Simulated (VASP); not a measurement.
Data:

```
CELL_PARAMETERS angstrom
      0.00000     2.98702     2.98702
      2.98702     0.00000     2.98702
      2.98702     2.98702     0.00000
ATOMIC_POSITIONS crystal
  Hg 0.00000 0.00000 0.00000
  S  0.25000 0.25000 0.25000
```

Level of theory: vdW-DF-cx, VASP's PBE PAW potentials (set 64) (plane waves; VASP). Run with 520 eV cut-off, 11×11×11 Γ-centred mesh, first-order Methfessel-Paxton smearing of 0.10 eV, potentials Hg S.

Unless said otherwise, spin-orbit coupling is left out, though it shifts the bands of the heavy elements here.

Question: Estimate the energy per atom (σ→0), pressure, band gap (on the k-mesh) with the smallest direct gap where there is one.

Answer: 
The band gap (on the k-mesh) comes out as none (metal, semimetal or under 0.01 eV). The energy per atom (σ→0) is -0.230 eV/atom and the pressure is -1.59 GPa.

The absolute energy has meaning only against runs of the same code, potentials and settings.

The compound is HgS in the zinc blende structure, metacinnabar; cinnabar is the stable form. This cell is one point of a volume scan, at 1.03 of the reference volume.
